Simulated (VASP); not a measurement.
# Zn4Te3O (I-42m) in VASP: band structure with PBE

Aim: the band structure of Zn4Te3O with PBE.

Program: VASP 6.6.1. These are calculated values, not measurements. Logs are shortened: lines on timing, memory, paths and dates and some standing lists are left out, and cuts for length are marked.

**1. The structure**

The structure is tetragonal, space group I-42m (No. 121). Conventional cell: a = 5.831 Å, b = 5.831 Å, c = 11.319 Å, α = 90.00°, β = 90.00°, γ = 90.00°. Zn (site symmetry m) has 1 O at 2.06 Å as nearest neighbours. Te (site symmetry -42m) is surrounded by 4 Zn at 2.74 Å. Te (site symmetry -4) has 4 Zn at 2.65 Å as nearest neighbours. O (site symmetry -42m) has 4 Zn at 2.06 Å as nearest neighbours.

The cell was built by a generator and needn't be a form met in nature.

**2. Band structure, PBE, spin-orbit coupling, no magnetisation**

Input file INCAR:

```
ALGO = Normal
EDIFF = 1E-7
ENCUT = 520
GGA = PE
GGA_COMPAT = False
ISIF = 2
ISMEAR = 0
KPAR = 8
LASPH = True
LCHARG = False
LORBIT = 11
LREAL = False
LSORBIT = True
LWAVE = False
MAGMOM = 0 0 0 0 0 0 0 0 0 0 0 0 0 0 0 0 0 0 0 0 0 0 0 0
NELM = 100
PREC = Accurate
SIGMA = 0.1
```

Input file KPOINTS:

```
k-points
0
Gamma
  6 6 6
```

Input file POSCAR:

```
Zn4Te3O
1.0
   -2.9156000000      2.9156000000      5.6592900000
    2.9156000000     -2.9156000000      5.6592900000
    2.9156000000      2.9156000000     -5.6592900000
Zn Te O
4 3 1
Direct
    0.6913370000      0.6913370000      0.5970880000
    0.0942490000      0.0942490000      0.4029120000
    0.3086630000      0.9057510000      0.0000000000
    0.9057510000      0.3086630000      0.0000000000
    0.5000000000      0.5000000000      0.0000000000
    0.2500000000      0.7500000000      0.5000000000
    0.7500000000      0.2500000000      0.5000000000
    0.0000000000      0.0000000000      0.0000000000
```

Input file KPOINTS_OPT:

```
path GXYSGZS1NPY1Z,XP
20
line-mode
reciprocal
 0.0000000000  0.0000000000  0.0000000000  G
 0.5000000000 -0.5000000000  0.0000000000  X

 0.5000000000 -0.5000000000  0.0000000000  X
 0.5000000000 -0.5000000000  0.1327094927  Y

 0.5000000000 -0.5000000000  0.1327094927  Y
 0.3163547464 -0.3163547464  0.3163547464  S

 0.3163547464 -0.3163547464  0.3163547464  S
 0.0000000000  0.0000000000  0.0000000000  G

 0.0000000000  0.0000000000  0.0000000000  G
 0.5000000000  0.5000000000 -0.5000000000  Z

 0.5000000000  0.5000000000 -0.5000000000  Z
 0.6836452536  0.3163547464 -0.3163547464  S1

 0.6836452536  0.3163547464 -0.3163547464  S1
 0.5000000000  0.0000000000  0.0000000000  N

 0.5000000000  0.0000000000  0.0000000000  N
 0.7500000000 -0.2500000000 -0.2500000000  P

 0.7500000000 -0.2500000000 -0.2500000000  P
 0.8672905073  0.1327094927 -0.5000000000  Y1

 0.8672905073  0.1327094927 -0.5000000000  Y1
 0.5000000000  0.5000000000 -0.5000000000  Z

 0.5000000000 -0.5000000000  0.0000000000  X
 0.7500000000 -0.2500000000 -0.2500000000  P
```

Potentials or basis: VASP PAW PBE potentials, release 64 (Zn, Te, O).

Launch:

```bash
$ cat potpaw_PBE.64/Zn/POTCAR potpaw_PBE.64/Te/POTCAR potpaw_PBE.64/O/POTCAR > POTCAR
$ mpirun -np 8 vasp_ncl > vasp.out
```

OUTCAR:

```text
EDIFF = 1E-7
   ENCUT = 520
   GGA = PE
   ISIF = 2
   ISMEAR = 0
   LASPH = True
   LORBIT = 11
   LREAL = False
   LSORBIT = True
   NELM = 100
   PREC = Accurate

 ion  position               nearest neighbor table
   1  0.691  0.691  0.597-   8 2.06   7 2.65   6 2.65   5 2.74
   2  0.094  0.094  0.403-   8 2.06   7 2.65   6 2.65   5 2.74
   3  0.309  0.906  0.000-   8 2.06   7 2.65   6 2.65   5 2.74
   4  0.906  0.309  0.000-   8 2.06   6 2.65   7 2.65   5 2.74
   5  0.500  0.500  0.000-   1 2.74   3 2.74   4 2.74   2 2.74
   6  0.250  0.750  0.500-   4 2.65   2 2.65   3 2.65   1 2.65
   7  0.750  0.250  0.500-   3 2.65   2 2.65   4 2.65   1 2.65
   8  0.000  0.000  0.000-   2 2.06   1 2.06   3 2.06   4 2.06

  LATTYP: Found a body centered tetragonal cell.
 ALAT       =     5.8312000000
 C/A-ratio  =     1.9410378653

  Lattice vectors:

 A1 = (  -2.9156000000,   2.9156000000,   5.6592900000)
 A2 = (   2.9156000000,  -2.9156000000,   5.6592900000)
 A3 = (   2.9156000000,   2.9156000000,  -5.6592900000)

Analysis of symmetry for initial positions (statically):
=====================================================================
 Subroutine PRICEL returns:
 Original cell was already a primitive cell.

 Routine SETGRP: Setting up the symmetry group for a
 body centered tetragonal supercell.

 Subroutine GETGRP returns: Found  8 space group operations
 (whereof  8 operations were pure point group operations)
 out of a pool of 16 trial point group operations.

The static configuration has the point symmetry D_2d.

Analysis of symmetry for dynamics (positions and initial velocities):
=====================================================================
 Subroutine PRICEL returns:
 Original cell was already a primitive cell.

 Routine SETGRP: Setting up the symmetry group for a
 body centered tetragonal supercell.

 Subroutine GETGRP returns: Found  8 space group operations
 (whereof  8 operations were pure point group operations)
 out of a pool of 16 trial point group operations.

The dynamic configuration has the point symmetry D_2d.

Analysis of structural, dynamic, and magnetic symmetry:
=====================================================================
 Subroutine PRICEL returns:
 Original cell was already a primitive cell.

 Routine SETGRP: Setting up the symmetry group for a
 body centered tetragonal supercell.

 Subroutine GETGRP returns: Found  8 space group operations
 (whereof  8 operations were pure point group operations)
 out of a pool of 16 trial point group operations.

The overall configuration has the point symmetry D_2d.

 Subroutine INISYM returns: Found  8 space group operations
 (whereof  8 operations are pure point group operations),
 and found     1 'primitive' translations

----------------------------------------------------------------------------------------

                                     Primitive cell

  volume of cell :     192.4322

  direct lattice vectors                    reciprocal lattice vectors
    -2.915600000  2.915600000  5.659290000     0.000000000  0.171491288  0.088350305
     2.915600000 -2.915600000  5.659290000     0.171491288  0.000000000  0.088350305
     2.915600000  2.915600000 -5.659290000     0.171491288  0.171491288  0.000000000

  length of vectors
     7.002071838  7.002071838  7.002071838     0.192911997  0.192911997  0.242525306

  position of ions in fractional coordinates (direct lattice)
     0.691337000  0.691337000  0.597088000
     0.094249000  0.094249000  0.402912000
     0.308663000  0.905751000  0.000000000
     0.905751000  0.308663000  0.000000000
     0.500000000  0.500000000  0.000000000
     0.250000000  0.750000000  0.500000000
     0.750000000  0.250000000  0.500000000
     0.000000000  0.000000000  0.000000000

  ion indices of the primitive-cell ions
   primitive index   ion index
                 1           1
                 2           2
                 3           3
                 4           4
                 5           5
                 6           6
                 7           7
                 8           8

----------------------------------------------------------------------------------------

 KPOINTS: k-points

[... 96 lines left out ...]
   LEPSILON=     F    determine dielectric tensor
   LRPA    =     F    only Hartree local field effects (RPA)
 Gauss-broadening in eV      SIGMA  =   0.10
  energy-cutoff  :      520.00
  volume of cell :      192.43
 maximum number of plane-waves:     10412
 NGX is ok and might be reduce to    54
   NGX = 25   NGY = 25   NGZ = 25

 number of electron      72.0000009 magnetization       0.0000000      0.0000000      0.0000000

 number of electron      72.0000009 magnetization      -0.0000000      0.0000000      0.0000000

 number of electron      72.0000009 magnetization      -0.0000000      0.0000000     -0.0000000

 number of electron      72.0000009 magnetization      -0.0000000     -0.0000000     -0.0000000

 Free energy of the ion-electron system (eV)
  ---------------------------------------------------
  ext. energy  EPLUGINS =         0.00000000
  ---------------------------------------------------
  free energy    TOTEN  =       -23.86707810 eV

  energy without entropy =      -23.86659130  energy(sigma->0) =      -23.86683470

 E-fermi :   3.2248     XC(G=0):  -9.3298

 val. band max:        3.1004137198   @ k =   0.0000   0.0000   0.0000
 cond. band min:       3.2867624279   @ k =   0.0000   0.0000   0.0000
 fundamental gap:      0.1863487081
 Fermi energy:         3.2247957276

 k-point     1 :       0.0000    0.0000    0.0000
  band No.  band energies     occupation
      1     -15.2381      1.00000
      2     -15.2381      1.00000
      3      -8.3821      1.00000
      4      -8.3821      1.00000
      5      -7.2411      1.00000
      6      -7.2411      1.00000
[... 2077 lines left out ...]
     83       7.6240      0.00000
     84       7.6444      0.00000

 [... further k-points ...]

 [bands above 84 left out]

------------------------ aborting loop because EDIFF is reached ----------------------------------------

  FORCE on cell =-STRESS in cart. coord.  units (eV):
  Direction    XX          YY          ZZ          XY          YZ          ZX
  --------------------------------------------------------------------------------------
  -------------------------------------------------------------------------------------
  Total        0.0906711      0.0906711      0.0757812      0.0000000      0.0000000      0.0000000
  in kB        0.7549214      0.7549214      0.6309487      0.0000000      0.0000000      0.0000000
  external PRESSURE =       0.7135971 kB  Pullay stress =       0.0000000 kB

 VOLUME and BASIS-vectors are now :
 -----------------------------------------------------------------------------
  energy-cutoff  :      520.00
  volume of cell :      192.43
      direct lattice vectors                 reciprocal lattice vectors
    -2.915600000  2.915600000  5.659290000     0.000000000  0.171491288  0.088350305
     2.915600000 -2.915600000  5.659290000     0.171491288  0.000000000  0.088350305
     2.915600000  2.915600000 -5.659290000     0.171491288  0.171491288  0.000000000

 POSITION                                       TOTAL-FORCE (eV/Angst)
 -----------------------------------------------------------------------------------
      1.74087      1.74087      4.44586         0.012587      0.012587      0.015105
      1.17473      1.17473     -1.21343        -0.012587     -0.012587      0.015105
      1.74087     -1.74087      6.87272         0.012587     -0.012587     -0.015105
     -1.74087      1.74087      6.87272        -0.012587      0.012587     -0.015105
      0.00000      0.00000      5.65929         0.000000      0.000000     -0.000000
      2.91560     -0.00000      2.82965        -0.000000      0.000000     -0.000000
     -0.00000      2.91560      2.82965         0.000000      0.000000     -0.000000
      0.00000      0.00000      0.00000         0.000000      0.000000     -0.000000
 -----------------------------------------------------------------------------------
    total drift:                               -0.000004     -0.000004     -0.000005

  FREE ENERGIE OF THE ION-ELECTRON SYSTEM (eV)
  ---------------------------------------------------
  free  energy   TOTEN  =       -23.8670781044 eV

  energy  without entropy=      -23.8665913015  energy(sigma->0) =      -23.86683470

 Spin-Orbit-Coupling matrix elements

 Ion:    1  E_soc:     -0.0084715
 l=   1
     0.0000000    -0.0004731    -0.0004762
    -0.0004731     0.0000000    -0.0004731
    -0.0004762    -0.0004731     0.0000000
 l=   2
     0.0000000    -0.0001825     0.0000000    -0.0001825    -0.0007558
    -0.0001825     0.0000000    -0.0005653    -0.0001840    -0.0001889
     0.0000000    -0.0005653     0.0000000    -0.0005653     0.0000000
    -0.0001825    -0.0001840    -0.0005653     0.0000000    -0.0001889
    -0.0007558    -0.0001889     0.0000000    -0.0001889     0.0000000
 l=   3
     0.0000000     0.0000000     0.0000000     0.0000000     0.0000000     0.0000000     0.0000000
     0.0000000     0.0000000     0.0000000     0.0000000     0.0000000     0.0000000     0.0000000
     0.0000000     0.0000000     0.0000000     0.0000000     0.0000000     0.0000000     0.0000000
     0.0000000     0.0000000     0.0000000     0.0000000     0.0000000     0.0000000     0.0000000
[... 129 lines left out ...]
 l=   2
     0.0000000     0.0000000     0.0000000     0.0000000     0.0000000
     0.0000000     0.0000000     0.0000000     0.0000000     0.0000000
     0.0000000     0.0000000     0.0000000     0.0000000     0.0000000
     0.0000000     0.0000000     0.0000000     0.0000000     0.0000000
     0.0000000     0.0000000     0.0000000     0.0000000     0.0000000
 l=   3
     0.0000000     0.0000000     0.0000000     0.0000000     0.0000000     0.0000000     0.0000000
     0.0000000     0.0000000     0.0000000     0.0000000     0.0000000     0.0000000     0.0000000
     0.0000000     0.0000000     0.0000000     0.0000000     0.0000000     0.0000000     0.0000000
     0.0000000     0.0000000     0.0000000     0.0000000     0.0000000     0.0000000     0.0000000
     0.0000000     0.0000000     0.0000000     0.0000000     0.0000000     0.0000000     0.0000000
     0.0000000     0.0000000     0.0000000     0.0000000     0.0000000     0.0000000     0.0000000
     0.0000000     0.0000000     0.0000000     0.0000000     0.0000000     0.0000000     0.0000000

 total charge

# of ion       s       p       d       tot
------------------------------------------
    1        0.524   0.391   9.784  10.700
    2        0.524   0.391   9.784  10.700
    3        0.524   0.391   9.784  10.700
    4        0.524   0.391   9.784  10.700
    5        1.355   2.037   0.021   3.413
    6        1.354   2.062   0.031   3.447
    7        1.354   2.062   0.031   3.447
    8        1.558   3.377   0.000   4.935
--------------------------------------------------
tot          7.716  11.103  39.221  58.041

 magnetization (x)

# of ion       s       p       d       tot
------------------------------------------
    1       -0.000  -0.000  -0.000  -0.000
    2        0.000   0.000   0.000   0.000
    3       -0.000  -0.000  -0.000  -0.000
    4        0.000   0.000   0.000   0.000
    5        0.000   0.000   0.000   0.000
    6        0.000   0.000   0.000   0.000
    7        0.000   0.000   0.000   0.000
    8        0.000  -0.000   0.000  -0.000
--------------------------------------------------
tot         -0.000   0.000  -0.000   0.000

 magnetization (y)

# of ion       s       p       d       tot
------------------------------------------
    1        0.000   0.000   0.000   0.000
    2       -0.000  -0.000  -0.000  -0.000
    3       -0.000  -0.000  -0.000  -0.000
    4        0.000   0.000   0.000   0.000
    5        0.000   0.000   0.000   0.000
    6        0.000  -0.000  -0.000  -0.000
    7        0.000  -0.000  -0.000  -0.000
    8       -0.000   0.000   0.000  -0.000
--------------------------------------------------
tot          0.000  -0.000   0.000   0.000

 magnetization (z)

# of ion       s       p       d       tot
------------------------------------------
    1        0.000   0.000   0.000   0.000
    2        0.000   0.000   0.000   0.000
    3       -0.000  -0.000   0.000  -0.000
    4        0.000   0.000  -0.000   0.000
    5       -0.000   0.000   0.000  -0.000
    6        0.000   0.000   0.000   0.000
    7       -0.000  -0.000  -0.000  -0.000
    8        0.000   0.000   0.000   0.000
--------------------------------------------------
tot         -0.000   0.000   0.000   0.000
```

It took 18 min on 8 MPI ranks of AMD EPYC 9R45 (Zen 5), shared host; peak memory 2 GiB.

Results:

- Free energy: -23.8671 eV
- Pressure: 0.1 GPa
- Largest force: 0.023 eV/Å
- Valence electrons inside the program's atomic spheres: Zn 10.70; Te 3.41, 3.45; O 4.93

Forces on the atoms (eV/Å):
```
Zn   0.013  0.013  0.015
Zn  -0.013 -0.013  0.015
Zn   0.013 -0.013 -0.015
Zn  -0.013  0.013 -0.015
Te   0.000  0.000  0.000
Te   0.000  0.000  0.000
Te   0.000  0.000  0.000
O    0.000  0.000  0.000
```
